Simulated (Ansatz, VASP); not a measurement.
# Cross-check of Se between VASP and Ansatz, part 2 of 2

One calculation is typed for both programs; each brings its own data sets. How far apart do they land? The structure shown is frame 88 of Ansatz's trajectory.

VASP 6.6.1 and Ansatz 0.2.0.

So far: Starting point; Ansatz: dynamics, PBEsol.

## (3) VASP: single point, PBEsol

Level of this step: PBEsol; plane waves and PAW (Se) (VASP).

The same cell, functional, mesh and smearing now go to VASP, with its own data sets.

Lines of VASP's logs that name or quote its potential files are left out, and so is its time.

File INCAR:

```
SYSTEM = Se
PREC = Accurate
ENCUT = 400
EDIFF = 1E-06
NELM = 120
ISMEAR = -1
SIGMA = 0.1
LREAL = .FALSE.
ALGO = Normal
GGA = PS
NBANDS = 112
LORBIT = 11
LWAVE = .FALSE.
LCHARG = .FALSE.
ISIF = 2
LASPH = .TRUE.
GGA_COMPAT = .FALSE.
EFERMI = MIDGAP
```

File POSCAR:

```
Se
1.0
    9.7079283383      0.0000000000      0.0000000000
    0.0000000000      9.7079283383      0.0000000000
    0.0000000000      0.0000000000      9.7079283383
Se
30
Direct
    0.3158948947      0.3953366636      0.7717428208
    0.1592531327      0.7267065386      0.6667327749
    0.1490707337      0.2427993819      0.4101557883
    0.5965499330      0.4949467932      0.1618662546
    0.3380673904      0.8016244794      0.2859511219
    0.5878203671      0.0110424859      0.6050879029
    0.4362120169      0.3100392684      0.1327930074
    0.5209775787      0.9697364537      0.3819085670
    0.9075367775      0.0220519757      0.1660419138
    0.1779957515      0.9502446535      0.5569063565
    0.8897862344      0.7176244774      0.4871942638
    0.7873343038      0.3683526367      0.9904392230
    0.8659352137      0.5624037189      0.6811097867
    0.4770860310      0.7185324981      0.1108692774
    0.2463394781      0.9778704240      0.8770034866
    0.2229952596      0.4501723589      0.5620491633
    0.9612359108      0.1037327394      0.6351702222
    0.8931344604      0.5464582983      0.2759054153
    0.6284334605      0.1254480482      0.2008542845
    0.1842044912      0.4429282799      0.9769126850
    0.6516119382      0.2061667464      0.8784823809
    0.2614247421      0.0642504743      0.1121133121
    0.7822652512      0.7026713385      0.0494693598
    0.8288562420      0.9191685073      0.7027629132
    0.9140866816      0.3333852380      0.3854249712
    0.3146927844      0.7347686089      0.8497972019
    0.6231237798      0.5435119437      0.6966754146
    0.0797512749      0.2174104429      0.0260536534
    0.5853440407      0.3109641826      0.6591846146
    0.9493049061      0.8693228571      0.9807241058
```

File KPOINTS:

```
Automatic mesh
0
Gamma
1 1 1
0 0 0
```

The projector-augmented-wave data sets are Se (PBE family, release 64).

On the command line:

```bash
mpirun -np 4 vasp_gam
```

Numbers of over 12 decimals in the logs are rounded to 6 here.

The log of the run:

```text
[banner, memory and clock lines left out]
running    4 mpi-ranks, on    1 nodes
 distrk:  each k-point on    4 cores,    1 groups
 distr:  one band on    1 cores,    4 groups

 POSCAR found type information on POSCAR Se
 POSCAR found :  1 types and      30 ions
|                                                                             |
|               ----> ADVICE to this user running VASP <----                  |
|                                                                             |
|     You have a (more or less) 'large supercell' and for larger cells it     |
|     might be more efficient to use real-space projection operators.         |
|     Therefore, try LREAL= Auto in the INCAR file.                           |
|     Mind: For very accurate calculation, you might also keep the            |
|     reciprocal projection scheme (i.e. LREAL=.FALSE.).                      |
|                                                                             |

|                                                                             |
|               ----> ADVICE to this user running VASP <----                  |
|                                                                             |
|     You enforced a specific xc type in the INCAR file but a different       |
|     [... a line on the potential file left out ...]
|     I HOPE YOU KNOW WHAT YOU ARE DOING!                                     |
|                                                                             |

 LDA part: xc-table for (Slater+PW92), standard interpolation
 POSCAR, INCAR and KPOINTS ok, starting setup
 FFT: planning ... GRIDC
 FFT: planning ... GRID_SOFT
 FFT: planning ... GRID
 WAVECAR not read
 entering main loop
       N       E                     dE             d eps       ncg     rms          rms(c)
DAV:   1     0.141845051428E+04    0.14185E+04   -0.69814E+04   224   0.115E+03
DAV:   2     0.656494493169E+02   -0.13528E+04   -0.13012E+04   296   0.232E+02
DAV:   3    -0.104599660821E+03   -0.17025E+03   -0.16640E+03   264   0.887E+01
DAV:   4    -0.110615746579E+03   -0.60161E+01   -0.59206E+01   288   0.176E+01
DAV:   5    -0.110858477426E+03   -0.24273E+00   -0.24173E+00   336   0.288E+00    0.211E+01
DAV:   6    -0.109862090764E+03    0.99639E+00   -0.12090E+00   312   0.323E+00    0.129E+01
DAV:   7    -0.109640728873E+03    0.22136E+00   -0.11497E+00   272   0.271E+00    0.180E+00
DAV:   8    -0.109630279155E+03    0.10450E-01   -0.11780E-01   264   0.106E+00    0.549E-01
DAV:   9    -0.109628531431E+03    0.17477E-02   -0.23532E-02   296   0.351E-01    0.311E-01
DAV:  10    -0.109628392445E+03    0.13899E-03   -0.40725E-03   256   0.168E-01    0.116E-01
DAV:  11    -0.109628528299E+03   -0.13585E-03   -0.91446E-04   256   0.848E-02    0.468E-02
DAV:  12    -0.109628597697E+03   -0.69398E-04   -0.14469E-04   280   0.295E-02    0.265E-02
DAV:  13    -0.109628623372E+03   -0.25675E-04   -0.33145E-05   256   0.142E-02    0.102E-02
DAV:  14    -0.109628631778E+03   -0.84060E-05   -0.87462E-06   264   0.708E-03    0.417E-03
DAV:  15    -0.109628633378E+03   -0.16002E-05   -0.12432E-06   168   0.274E-03    0.218E-03
DAV:  16    -0.109628634086E+03   -0.70801E-06   -0.76085E-07   168   0.186E-03
   1 F= -.10962863E+03 E0= -.10951403E+03  d E =-.229217E+00
```

OUTCAR, selected parts (step 3):

```text
ion  position               nearest neighbor table
   1  0.316  0.395  0.772-  16 2.29  20 2.41
   2  0.159  0.727  0.667-  26 2.33  10 2.42
   3  0.149  0.243  0.410-  25 2.46  16 2.60
   4  0.597  0.495  0.162-   7 2.39  14 2.51  12 2.78
   5  0.338  0.802  0.286-  14 2.32   8 2.59
   6  0.588  0.011  0.605-   8 2.30  24 2.68
   7  0.436  0.310  0.133-   4 2.39  19 2.67
   8  0.521  0.970  0.382-   6 2.30  19 2.54   5 2.59
   9  0.908  0.022  0.166-  30 2.37
  10  0.178  0.950  0.557-   2 2.42  17 2.69
  11  0.890  0.718  0.487-  13 2.42  18 2.64
  12  0.787  0.368  0.990-  21 2.32   4 2.78
  13  0.866  0.562  0.681-  27 2.37  11 2.42
  14  0.477  0.719  0.111-   5 2.32   4 2.51
  15  0.246  0.978  0.877-  22 2.44  26 2.47
  16  0.223  0.450  0.562-   1 2.29   3 2.60
  17  0.961  0.104  0.635-  24 2.30  10 2.69
  18  0.893  0.546  0.276-  25 2.33  11 2.64
  19  0.628  0.125  0.201-   8 2.54   7 2.67
  20  0.184  0.443  0.977-   1 2.41  28 2.46
  21  0.652  0.206  0.878-  12 2.32  29 2.45
  22  0.261  0.064  0.112-  15 2.44  28 2.45
  23  0.782  0.703  0.049-  30 2.39
  24  0.829  0.919  0.703-  17 2.30   6 2.68
  25  0.914  0.333  0.385-  18 2.33   3 2.46
  26  0.315  0.735  0.850-   2 2.33  15 2.47
  27  0.623  0.544  0.697-  29 2.32  13 2.37
  28  0.080  0.217  0.026-  22 2.45  20 2.46
  29  0.585  0.311  0.659-  27 2.32  21 2.45
  30  0.949  0.869  0.981-   9 2.37  23 2.39

  LATTYP: Found a simple cubic cell.
 ALAT       =     9.7079283383

 Subroutine GETGRP returns: Found  1 space group operations
 (whereof  1 operations were pure point group operations)

The static configuration has the point symmetry C_1 .

 Found      1 irreducible k-points:

   k-points           NKPTS =      1   k-points in BZ     NKDIM =      1   number of bands    NBANDS=    112

   dimension x,y,z NGX =    64 NGY =   64 NGZ =   64
   dimension x,y,z NGXF=   128 NGYF=  128 NGZF=  128

   ENCUT  =  400.0 eV  29.40 Ry    5.42 a.u.  15.83 15.83 15.83*2*pi/ulx,y,z

   NELECT =     180.0000    total number of electrons

 k-points in reciprocal lattice and weights: Automatic mesh
   0.00000000  0.00000000  0.00000000       1.000

 average (electrostatic) potential at core
       1 -57.2716       2 -57.1471       3 -56.7333       4 -57.3260       5 -56.8685
       6 -56.7007       7 -56.8988       8 -57.1335       9 -56.5669      10 -57.0459
      11 -56.7915      12 -56.7853      13 -57.0919      14 -57.2832      15 -57.2846
      16 -56.8607      17 -56.8069      18 -56.7877      19 -56.8285      20 -56.7230
      21 -57.3156      22 -57.2864      23 -56.2093      24 -57.2305      25 -56.7513
      26 -56.9900      27 -56.8830      28 -57.0235      29 -57.1340      30 -57.4076

 E-fermi :   1.8010

 k-point     1 :       0.0000    0.0000    0.0000
  band No.  band energies     occupation
    ...
     86       1.1294      1.99758
     87       1.2611      1.99100
     88       1.3377      1.98073
     89       1.4580      1.93725
     90       1.6027      1.75803
     91       1.9752      0.29805
     92       2.1933      0.03876
     93       2.4989      0.00186
     94       2.6263      0.00052
     95       2.6968      0.00026
    ...

  Total       -4.8227427     -7.9272562     -4.5750894      5.5468681      1.2447496      3.6684166
  in kB       -8.4454927    -13.8820560     -8.0118070      9.7135669      2.1797812      6.4240594
  external PRESSURE =     -10.1131185 kB  Pullay stress =       0.0000000 kB

  energy-cutoff  :      400.00
  volume of cell :      914.91
      direct lattice vectors                 reciprocal lattice vectors
     9.707928338  0.000000000  0.000000000     0.103008589  0.000000000  0.000000000
     0.000000000  9.707928338  0.000000000     0.000000000  0.103008589  0.000000000
     0.000000000  0.000000000  9.707928338     0.000000000  0.000000000  0.103008589

 POSITION                                       TOTAL-FORCE (eV/Angst)
 -----------------------------------------------------------------------------------
      3.06669      3.83790      7.49202         0.536341     -0.222043      0.528893
      1.54602      7.05481      6.47259        -0.593574      0.677768     -1.033865
      1.44717      2.35708      3.98176        -0.449719      0.837928      0.076209
      5.79126      4.80491      1.57139        -0.220131     -0.031980     -0.033304
      3.28193      7.78211      2.77599        -0.180318     -0.264236     -0.300434
      5.70652      0.10720      5.87415         0.531032     -0.453246      1.033396
      4.23472      3.00984      1.28914         0.339277     -0.518844      0.141414
      5.05761      9.41413      3.70754         0.381801      0.282772     -0.587608
      8.81030      0.21408      1.61192         0.261985     -0.104877     -0.328509
      1.72797      9.22491      5.40641        -0.261674      0.163658      0.370481
      8.63798      6.96665      4.72965        -0.157537     -0.773758      0.335678
      7.64338      3.57594      9.61511        -0.268545     -0.177027     -0.603688
      8.40644      5.45978      6.61216        -0.356360      0.501573     -0.679708
      4.63152      6.97546      1.07631         0.102235     -0.134495      0.232457
      2.39145      9.49310      8.51389         0.095431     -0.070343      0.296422
      2.16482      4.37024      5.45633        -0.437539     -0.298361     -0.820046
      9.33161      1.00703      6.16619         0.527127     -0.627265     -0.335756
      8.67049      5.30498      2.67847         0.527692      0.129934      0.232479
      6.10079      1.21784      1.94988        -0.458365      0.142635     -0.092932
      1.78824      4.29992      9.48380        -0.420750     -0.078239      0.235477
      6.32580      2.00145      8.52824         0.083722      0.121473      0.482707
      2.53789      0.62374      1.08839        -0.233180      0.219267     -0.027556
      7.59418      6.82148      0.48024         0.467116      0.234945     -0.043615
      8.04648      8.92322      6.82237        -0.606880      0.328823     -0.055299
      8.87389      3.23648      3.74168         0.476421     -0.555987     -0.040605
      3.05501      7.13308      8.24977         0.450297      0.201159      0.833056
      6.04924      5.27638      6.76327         0.076629      0.773725      0.293603
      0.77422      2.11060      0.25293         0.034198      0.250212     -0.133472
      5.68248      3.01882      6.39932         0.682346     -0.468780     -0.613877
      9.21578      8.43932      9.52080        -0.929079     -0.086391      0.637998
 -----------------------------------------------------------------------------------
    total drift:                                0.000382     -0.000969      0.001762

  FREE ENERGIE OF THE ION-ELECTRON SYSTEM (eV)
  ---------------------------------------------------
  free  energy   TOTEN  =      -109.6286340861 eV

  energy  without entropy=     -109.3994170398  energy(sigma->0) =     -109.51402556

 total charge
# of ion       s       p       d       tot
------------------------------------------
    1        1.530   2.139   0.073   3.742
    2        1.522   2.157   0.069   3.747
    3        1.511   2.145   0.035   3.691
    4        1.536   2.102   0.063   3.702
    5        1.511   2.168   0.047   3.727
    6        1.509   2.177   0.048   3.733
    7        1.531   2.098   0.051   3.680
    8        1.533   2.135   0.069   3.737
    9        1.509   2.153   0.037   3.699
   10        1.519   2.093   0.043   3.655
   11        1.515   2.124   0.045   3.683
   12        1.514   2.141   0.045   3.701
   13        1.509   2.138   0.056   3.704
   14        1.520   2.132   0.062   3.714
   15        1.529   2.095   0.054   3.679
   16        1.525   2.153   0.054   3.732
   17        1.512   2.146   0.049   3.708
   18        1.530   2.119   0.056   3.705
   19        1.530   2.076   0.036   3.642
   20        1.509   2.173   0.046   3.728
   21        1.515   2.134   0.060   3.710
   22        1.520   2.113   0.058   3.691
   23        1.511   2.176   0.039   3.727
   24        1.524   2.117   0.058   3.698
   25        1.512   2.158   0.055   3.724
   26        1.516   2.165   0.060   3.741
   27        1.503   2.200   0.060   3.763
   28        1.535   2.092   0.062   3.689
   29        1.523   2.157   0.068   3.747
   30        1.518   2.112   0.066   3.696
--------------------------------------------------
tot         45.582  64.089   1.625 111.296
```

The run ends at a pressure of -1.01 GPa, with forces up to 1.4 eV/Å.

## (4) Comparison

Known differences besides the potentials themselves: the data sets hold 480 valence electrons in Ansatz (on its PAW soft_1 files) and 180 in VASP; the cutoff is 320 eV in Ansatz and 400 eV in VASP; Ansatz makes its cores anew for this functional, VASP keeps those of its PBE data sets; Ansatz's log warns that its cutoff lies below the recommended one. Total energies have different zeros and are not compared.

Forces on 8 of the 30 atoms, those with the largest forces and the largest differences (eV/Å; atoms numbered as in POSCAR):

```csv
atom,"Ansatz x, y, z","VASP x, y, z"
Se2,"-0.568, 0.696, -1.017","-0.594, 0.678, -1.034"
Se3,"-0.468, 0.851, 0.080","-0.450, 0.838, 0.076"
Se6,"0.523, -0.458, 1.003","0.531, -0.453, 1.033"
Se16,"-0.423, -0.310, -0.781","-0.438, -0.298, -0.820"
Se26,"0.417, 0.219, 0.805","0.450, 0.201, 0.833"
Se27,"0.106, 0.735, 0.285","0.077, 0.774, 0.294"
Se29,"0.691, -0.441, -0.584","0.682, -0.469, -0.614"
Se30,"-0.950, -0.083, 0.666","-0.929, -0.086, 0.638"
```

The forces differ by 19 meV/Å r.m.s., which is 4.4 % of the r.m.s. force of 0.436 eV/Å (both taken over all components).

## (5) Summary of results

```json
{"r.m.s. force difference (single point, PBEsol)": "4.4 % of the r.m.s. force"}
```

In words: The r.m.s. force difference is 4.4 % of the r.m.s. force (single point, PBEsol), beyond the 3 % picked in this series as the mark of a large difference. The data sets hold unlike numbers of valence electrons (480 in Ansatz and 180 in VASP), so part of the differences comes from the potentials. Ansatz's own log doubts the convergence of its single point, PBEsol run, which may account for the difference. 2 further runs of this series are not shown here. Such differences can come from data sets, numerical settings and the points named under the comparisons, not from the functional's error against experiment.

[Lines on the potential files, build, host, timing and source positions are cut from VASP's logs without a mark.]

[Logs are printed without paths, hosts, clocks, repeated set-up lines and the standing remarks that a program may print on its own settings, such as how far it seeks lower states.]

[Hosts, paths, dates, database ids (printed as entryN), source tags and the programs' standing remarks are cut or masked in the printed files.]
